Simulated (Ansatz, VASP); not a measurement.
**Ru (Ruthenium): VASP beside Ansatz**

Aim: how closely do two programs agree when they are given the same cell, functional and k mesh? The cell is taken from a series of runs on this material, whose earlier steps may have relaxed, scaled, displaced or heated it; both programs get it as it stands.

Program: Ansatz 0.2.0. Level of theory: plane waves, with VASP 6.6.1 beside it; zone-centre phonons at PBEsol. Results are calculated unless marked as measured.

## Step 1: The starting structure

Symmetry: P6_3/mmc, No. 194, hexagonal system. Conventional cell: a = 2.744 Å, b = 2.744 Å, c = 4.202 Å, α = 90.00°, β = 90.00°, γ = 120.00°. Nearest to Ru lie 12 Ru at 2.63 to 2.74 Å.

Structure file:

```cif
data_structure
_symmetry_space_group_name_H-M 'P 1'
_symmetry_Int_Tables_number 1
_cell_length_a 2.7443
_cell_length_b 2.7443
_cell_length_c 4.2019
_cell_angle_alpha 90.000
_cell_angle_beta 90.000
_cell_angle_gamma 120.000
_cell_volume 27.41
loop_
_atom_site_label
_atom_site_type_symbol
_atom_site_fract_x
_atom_site_fract_y
_atom_site_fract_z
_atom_site_occupancy
Ru1 Ru 0.33333 0.66667 0.25000 1
Ru2 Ru 0.66667 0.33333 0.75000 1
```

## Step 2: VASP: zone-centre phonons, PBEsol

Second derivatives magnify differences that forces hide, and they need a tight electronic threshold.

Lines of VASP's logs that name or quote its potential files are left out, and so is its time.

The input, INCAR:

```
SYSTEM = Ru
PREC = Accurate
ENCUT = 500
EDIFF = 1E-08
NELM = 120
ISMEAR = 1
SIGMA = 0.2
LREAL = .FALSE.
ALGO = Normal
GGA = PS
NBANDS = 20
LASPH = .TRUE.
LORBIT = 11
LWAVE = .FALSE.
LCHARG = .FALSE.
ISIF = 2
IBRION = 8
GGA_COMPAT = .FALSE.
KPAR = 2
```

The input, POSCAR:

```
Ru
1.0
    2.7443091458      0.0000000000      0.0000000000
   -1.3721545729      2.3766414361      0.0000000000
    0.0000000000      0.0000000000      4.2019354934
Ru
2
Direct
    0.3333333334      0.6666666668      0.2500000000
    0.6666666668      0.3333333334      0.7500000000
```

The input, KPOINTS:

```
Automatic mesh
0
Gamma
18 18 12
0 0 0
```

PAW data sets: Ru_pv (PBE family, release 64).

On the command line:

```
> mpirun -np 2 vasp_std
```

Numbers of over 12 decimals in the logs are rounded to 6 here.

Log:

```text
[banner, memory and clock lines left out]
running    2 mpi-ranks, on    1 nodes
 distrk:  each k-point on    1 cores,    2 groups
 distr:  one band on    1 cores,    1 groups

 POSCAR found type information on POSCAR Ru
 POSCAR found :  1 types and       2 ions
|                                                                             |
|               ----> ADVICE to this user running VASP <----                  |
|                                                                             |
|     You enforced a specific xc type in the INCAR file but a different       |
|     [... a line on the potential file left out ...]
|     I HOPE YOU KNOW WHAT YOU ARE DOING!                                     |
|                                                                             |

 LDA part: xc-table for (Slater+PW92), standard interpolation
 POSCAR, INCAR and KPOINTS ok, starting setup
 FFT: planning ... GRIDC
 FFT: planning ... GRID_SOFT
 FFT: planning ... GRID
 WAVECAR not read
 entering main loop
       N       E                     dE             d eps       ncg     rms          rms(c)
DAV:   1     0.278023925628E+03    0.27802E+03   -0.17365E+04 10400   0.151E+03
DAV:   2    -0.160679142474E+02   -0.29409E+03   -0.28591E+03 10656   0.451E+02
DAV:   3    -0.218724950382E+02   -0.58046E+01   -0.57576E+01 11772   0.707E+01
DAV:   4    -0.219182023703E+02   -0.45707E-01   -0.45675E-01 13528   0.591E+00
DAV:   5    -0.219188211811E+02   -0.61881E-03   -0.61745E-03 11672   0.587E-01    0.189E+01
DAV:   6    -0.203894673862E+02    0.15294E+01   -0.36158E+00 12040   0.190E+01    0.461E+00
DAV:   7    -0.203076980435E+02    0.81769E-01   -0.56762E-01 11984   0.541E+00    0.939E-01
DAV:   8    -0.202997925159E+02    0.79055E-02   -0.24312E-02 11512   0.116E+00    0.401E-01
DAV:   9    -0.202981890816E+02    0.16034E-02   -0.26138E-03 11940   0.572E-01    0.449E-02
DAV:  10    -0.202981749665E+02    0.14115E-04   -0.16629E-04 11576   0.131E-01    0.211E-02
DAV:  11    -0.202981781298E+02   -0.31633E-05   -0.43021E-06 12308   0.195E-02    0.159E-03
DAV:  12    -0.202981780102E+02    0.11967E-06   -0.13842E-07 11720   0.346E-03    0.118E-03
DAV:  13    -0.202981779560E+02    0.54199E-07   -0.15320E-08  7876   0.129E-03    0.397E-04
DAV:  14    -0.202981779588E+02   -0.28581E-08   -0.96513E-10  7304   0.321E-04
   1 F= -.20298178E+02 E0= -.20297987E+02  d E =-.571792E-03
 Linear response reoptimize wavefunctions to high precision
DAV:   1    -0.202981779612E+02   -0.23310E-08   -0.73256E-11  7168   0.943E-05
DAV:   2    -0.202981779612E+02   -0.19554E-10   -0.97005E-12  6908   0.289E-05
 Linear response DOF=           2
 Linear response progress:
  Degree of freedom:   1/  2
       N       E                     dE             d eps       ncg     rms          rms(c)
RMM:   1    -0.520033699836E+00   -0.52003E+00    0.29785E+00 46349   0.596E+01
RMM:   2    -0.620970912103E+00   -0.10094E+00   -0.11714E-01 63685   0.290E+00    0.147E-01
RMM:   3    -0.619707544626E+00    0.12634E-02   -0.35753E-03 74403   0.499E-01    0.672E-02
RMM:   4    -0.618343907229E+00    0.13636E-02   -0.48109E-04 74640   0.178E-01    0.252E-02
RMM:   5    -0.618167790991E+00    0.17612E-03   -0.52546E-05 87690   0.449E-02    0.104E-02
RMM:   6    -0.618071443711E+00    0.96347E-04   -0.51453E-05 77491   0.138E-02    0.742E-03
RMM:   7    -0.618059153502E+00    0.12290E-04   -0.41886E-05 76789   0.840E-03    0.730E-04
RMM:   8    -0.618077113206E+00   -0.17960E-04   -0.24981E-05 96400   0.271E-03    0.330E-04
RMM:   9    -0.618084328128E+00   -0.72149E-05   -0.14975E-05 89344   0.113E-03    0.852E-05
RMM:  10    -0.618085246852E+00   -0.91872E-06   -0.84264E-06 99957   0.673E-04    0.206E-05
RMM:  11    -0.618085544541E+00   -0.29769E-06   -0.44567E-06 92142   0.462E-04    0.958E-06
RMM:  12    -0.618085596925E+00   -0.52385E-07   -0.28541E-06 94997   0.364E-04    0.436E-06
RMM:  13    -0.618085512567E+00    0.84358E-07   -0.16967E-06 99792   0.306E-04    0.208E-06
RMM:  14    -0.618085582437E+00   -0.69870E-07   -0.11176E-06 94842   0.278E-04    0.772E-07
RMM:  15    -0.618085579206E+00    0.32311E-08   -0.71492E-07 97101   0.258E-04    0.108E-06
RMM:  16    -0.618085595089E+00   -0.15882E-07   -0.47347E-07 96739   0.247E-04    0.694E-07
RMM:  17    -0.618085610779E+00   -0.15690E-07   -0.33559E-07 96714   0.241E-04    0.234E-07
RMM:  18    -0.618085610303E+00    0.47604E-09   -0.24091E-07 81134   0.236E-04    0.484E-07
RMM:  19    -0.618085620569E+00   -0.10267E-07   -0.18946E-07 85606   0.234E-04    0.233E-07
RMM:  20    -0.618085625421E+00   -0.48519E-08   -0.14027E-07 89669   0.233E-04    0.623E-08
 first order change of Fermi-energy   0.17488E-05
 force on displaced ion       1 direction 1 :  -7.841   0.001   0.000
 Linear response progress:
  Degree of freedom:   2/  2
       N       E                     dE             d eps       ncg     rms          rms(c)
RMM:   1    -0.625359169297E+00   -0.62536E+00    0.33698E+00 15979   0.602E+01
RMM:   2    -0.737991978669E+00   -0.11263E+00   -0.12990E-01 22138   0.300E+00    0.149E-01
RMM:   3    -0.737643626224E+00    0.34835E-03   -0.15462E-03 25773   0.464E-01    0.754E-02
RMM:   4    -0.736903889611E+00    0.73974E-03   -0.29656E-04 25395   0.172E-01    0.228E-02
RMM:   5    -0.736746436020E+00    0.15745E-03    0.25510E-04 29881   0.531E-02    0.142E-02
RMM:   6    -0.736685834697E+00    0.60601E-04    0.50633E-05 26264   0.166E-02    0.103E-02
RMM:   7    -0.736644290717E+00    0.41544E-04    0.36754E-05 25382   0.105E-02    0.215E-03
RMM:   8    -0.736639655265E+00    0.46355E-05    0.27049E-05 30550   0.380E-03    0.690E-04
RMM:   9    -0.736648401616E+00   -0.87464E-05    0.90577E-06 29051   0.163E-03    0.865E-05
RMM:  10    -0.736648267960E+00    0.13366E-06    0.10669E-05 29738   0.780E-04    0.450E-05
RMM:  11    -0.736649787550E+00   -0.15196E-05    0.45460E-06 33175   0.507E-04    0.117E-05
RMM:  12    -0.736650425921E+00   -0.63837E-06   -0.35212E-07 31465   0.377E-04    0.412E-06
RMM:  13    -0.736650220392E+00    0.20553E-06    0.16384E-06 33946   0.314E-04    0.172E-06
RMM:  14    -0.736650399709E+00   -0.17932E-06    0.63064E-08 34477   0.280E-04    0.191E-06
RMM:  15    -0.736650380794E+00    0.18915E-07    0.34984E-07 32404   0.261E-04    0.217E-06
RMM:  16    -0.736650344522E+00    0.36272E-07   -0.10602E-07 31754   0.256E-04    0.672E-06
RMM:  17    -0.736650499990E+00   -0.15547E-06   -0.20972E-07 31110   0.258E-04    0.249E-06
RMM:  18    -0.736650457528E+00    0.42462E-07   -0.73882E-08 32278   0.241E-04    0.294E-07
RMM:  19    -0.736650458321E+00   -0.79268E-09    0.77739E-09 30692   0.235E-04    0.324E-07
 first order change of Fermi-energy   0.14362E-03
 force on displaced ion       1 direction 3 :   0.000  -0.000 -13.739
 Linear response finished
```

Parts of OUTCAR (step 2):

```text
ion  position               nearest neighbor table
   1  0.333  0.667  0.250-   2 2.63   2 2.63   2 2.63   2 2.63   2 2.63   2 2.63
   2  0.667  0.333  0.750-   1 2.63   1 2.63   1 2.63   1 2.63   1 2.63   1 2.63

  LATTYP: Found a hexagonal cell.
 ALAT       =     2.7443091458
 C/A-ratio  =     1.5311450971

 Subroutine GETGRP returns: Found 24 space group operations
 (whereof 12 operations were pure point group operations)

The static configuration has the point symmetry D_3d.
 The point group associated with its full space group is D_6h.

 Found    259 irreducible k-points:

   k-points           NKPTS =    259   k-points in BZ     NKDIM =    259   number of bands    NBANDS=     20

   dimension x,y,z NGX =    20 NGY =   20 NGZ =   32
   dimension x,y,z NGXF=    40 NGYF=   40 NGZF=   64

   ENCUT  =  500.0 eV  36.75 Ry    6.06 a.u.   5.00  5.00  7.66*2*pi/ulx,y,z

   NELECT =      28.0000    total number of electrons

 k-points in reciprocal lattice and weights: Automatic mesh
   0.00000000  0.00000000  0.00000000       0.000
   0.05555556 -0.00000000  0.00000000       0.002
   0.11111111 -0.00000000  0.00000000       0.002
   0.16666667 -0.00000000  0.00000000       0.002
   0.22222222  0.00000000  0.00000000       0.002
   0.27777778 -0.00000000  0.00000000       0.002
   0.33333333 -0.00000000  0.00000000       0.002
   0.38888889  0.00000000  0.00000000       0.002
   0.44444444  0.00000000  0.00000000       0.002
[...]
0.33333333  0.27777778  0.50000000       0.003
   0.33333333  0.33333333  0.50000000       0.001

 average (electrostatic) potential at core
       1 -67.2939       2 -67.2939

  Total       -2.1884492     -2.1884492     -0.0207348      0.0000000      0.0000000      0.0000000
  in kB     -127.9384179   -127.9384179     -1.2121725      0.0000000      0.0000000      0.0000000
  external PRESSURE =     -85.6963361 kB  Pullay stress =       0.0000000 kB

  energy-cutoff  :      500.00
  volume of cell :       27.41
      direct lattice vectors                 reciprocal lattice vectors
     2.744309146  0.000000000  0.000000000     0.364390434  0.210380915  0.000000000
    -1.372154573  2.376641436  0.000000000     0.000000000  0.420761830  0.000000000
     0.000000000  0.000000000  4.201935493     0.000000000  0.000000000  0.237985567

 POSITION                                       TOTAL-FORCE (eV/Angst)
 -----------------------------------------------------------------------------------
      0.00000      1.58443      1.05048        -0.000000     -0.000000      0.000000
      1.37215      0.79221      3.15145         0.000000      0.000000      0.000000
 -----------------------------------------------------------------------------------
    total drift:                               -0.000000     -0.000000      0.000000

 Eigenvectors and eigenvalues of the dynamical matrix
 ----------------------------------------------------

   1 f  =    8.151407 THz    51.216800 2PiTHz  271.901667 cm-1    33.711495 meV
             X         Y         Z           dx          dy          dz
      0.000000  1.584428  1.050484     0.000000    0.000000   -0.707107
      1.372155  0.792214  3.151452    -0.000000    0.000000    0.707107

   2 f  =    6.158107 THz    38.692527 2PiTHz  205.412335 cm-1    25.467872 meV
             X         Y         Z           dx          dy          dz
      0.000000  1.584428  1.050484     0.707107   -0.000000    0.000000
      1.372155  0.792214  3.151452    -0.707107    0.000000    0.000000

   3 f  =    6.158107 THz    38.692527 2PiTHz  205.412335 cm-1    25.467872 meV
             X         Y         Z           dx          dy          dz
      0.000000  1.584428  1.050484    -0.000000   -0.707107    0.000000
      1.372155  0.792214  3.151452    -0.000000    0.707107    0.000000

   4 f  =    0.000000 THz     0.000000 2PiTHz    0.000000 cm-1     0.000000 meV
             X         Y         Z           dx          dy          dz
      0.000000  1.584428  1.050484     0.000000    0.707107    0.000000
      1.372155  0.792214  3.151452     0.000000    0.707107    0.000000

   5 f  =    0.000000 THz     0.000000 2PiTHz    0.000000 cm-1     0.000000 meV
             X         Y         Z           dx          dy          dz
      0.000000  1.584428  1.050484    -0.000000    0.000000    0.707107
      1.372155  0.792214  3.151452     0.000000    0.000000    0.707107

   6 f/i=    0.000000 THz     0.000000 2PiTHz    0.000000 cm-1     0.000000 meV
             X         Y         Z           dx          dy          dz
      0.000000  1.584428  1.050484     0.707107   -0.000000    0.000000
      1.372155  0.792214  3.151452     0.707107    0.000000    0.000000

 ELASTIC MODULI CONTR FROM IONIC RELAXATION (kBar)
 Direction    XX          YY          ZZ          XY          YZ          ZX
 --------------------------------------------------------------------------------
 XX         -45.7180     45.7180     -0.0000      0.0000      0.0000      0.0000
 YY          45.7180    -45.7180      0.0000     -0.0000     -0.0000      0.0000
 ZZ          -0.0000      0.0000     -0.0000      0.0000     -0.0000      0.0000
 XY           0.0000     -0.0000      0.0000    -45.7180      0.0000      0.0000
 YZ           0.0000     -0.0000     -0.0000      0.0000     -0.0000      0.0000
 ZX           0.0000      0.0000      0.0000      0.0000      0.0000      0.0000
 --------------------------------------------------------------------------------
```

(Part 1 of 2 ends here.)

[Lines on the potential files, build, host, timing and source positions are cut from VASP's logs without a mark.]

[Logs are printed without paths, hosts, clocks, repeated set-up lines and the standing remarks that a program may print on its own settings, such as how far it seeks lower states.]

[Hosts, paths, dates, database ids (printed as entryN), source tags and the programs' standing remarks are cut or masked in the printed files.]
